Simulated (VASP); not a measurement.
Si: energy against the displacement of an atom

Si (diamond, Fd-3m, 19.715 Å³/atom and stress up to 0.01 GPa in the relaxed cell, cube axes along x, y and z) under a displacement u of the Si atom at (1.351, 1.351, 1.351) Å, one of 2 in the cell, and of all its periodic images, along (0, 0, 1). LDA in VASP (plane waves, PAW), 480 eV, 10×10×10 Γ-centred mesh, Gaussian smearing 0.05 eV; the cell and the other atoms are held.

Here q stands for square of the displacement and y for E less E0.

| square of the displacement (Å²) | E less E0 (meV/cell) |
|---|---|
| 0.0000 | 0.0 |
| 0.0004 | 2.7 |
| 0.0016 | 10.9 |
| 0.0049 | 33.2 |
| 0.0324 | ? |

The 4 complete rows are fitted with a straight line, y against q. Means: q 0.0017250, y 11.70. About the means, the sum of products is 0.10047 and the sum of squares of q is 1.4827e-5; the slope is their ratio. Least squares gives y = 0.01 + 6776·q. Residuals (row less fit): -0.01, -0.02, 0.05, -0.01; standard error 0.04 (degrees of freedom: 2). The runs give the same energy for u and −u. Twice the slope is the force constant of this zone-centre displacement, 13.55 ± 0.02 eV/Å².

### Question
Predict the withheld y at q = 0.0324 from the fit, and compare with the calculation.

### Answer
y = 0.01 + 6776 × 0.0324 = 219.55 meV/cell. The calculation gives 212.0 meV/cell, 7.55 meV/cell below the prediction (3.6 % of the range of y in the table). The row lies outside the fitted rows, so this is an extrapolation. The scatter of the fitted rows lies at the last printed digit.

A polynomial of degree 2 through the 6 other runs of the series gives 212.3 there, so most of the miss is curvature that the fit leaves out. This level leaves no gap over 0.05 eV at displacement 0.180 Å. Rows are the converged runs of the series near zero and its far end, less any whose ions stayed unrelaxed beside relaxed ones; series whose fitted rows scatter by over a few per cent of the range, as at a crossing or softening among them, aren't shown in this form. Most that stay on the fit to the last digits aren't either.
